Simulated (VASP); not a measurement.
Level of theory: LDA (Ceperley-Alder, Perdew-Zunger), VASP's LDA PAW potentials (set 64) (plane waves; VASP 6.6.1).

Input for VASP

POSCAR:
```
Ca(ZnP)2
1
    3.9351210000     0.0000000000     0.0000000000
   -1.9675610000     3.4079150000     0.0000000000
    0.0000000000     0.0000000000     6.6766220000
Ca Zn P
1 2 2
Direct
  0.0000000000   0.0000000000   0.0000000000
  0.3333330000   0.6666670000   0.6332800000
  0.6666670000   0.3333330000   0.3667200000
  0.6666670000   0.3333330000   0.7362500000
  0.3333330000   0.6666670000   0.2637500000
```

INCAR:
```
SYSTEM = Ca(ZnP)2
PREC = Accurate; ENCUT = 300; LREAL = .FALSE.
LASPH = .TRUE.
EDIFF = 1E-6; NELM = 100; ALGO = Normal
LMAXMIX = 4
ISMEAR = -1; SIGMA = 0.05
ISIF = 2
LWAVE = .FALSE.; LCHARG = .FALSE.
```

### KPOINTS
```
Automatic mesh
0
Gamma
8 8 4
0 0 0
```

POTCAR, in this order: Ca_sv Zn P (LDA.64 set). Program: vasp_std.

What will the output report for the number of irreducible k-points (NKPTS), largest plane-wave count, number of space-group operations, FFT grid (NGX, NGY, NGZ)?

```yaml
number of irreducible k-points (NKPTS): 35
largest_plane_wave_count: 1074
number_of_space_group_operations: 12
FFT grid (NGX, NGY, NGZ): 24 × 24 × 40
```

The structure comes from a computed database's CaZn2P2 entry; how it stands against other phases isn't given here. The cell was not relaxed at this level, and its volume differs by -5.9 % from the start's.
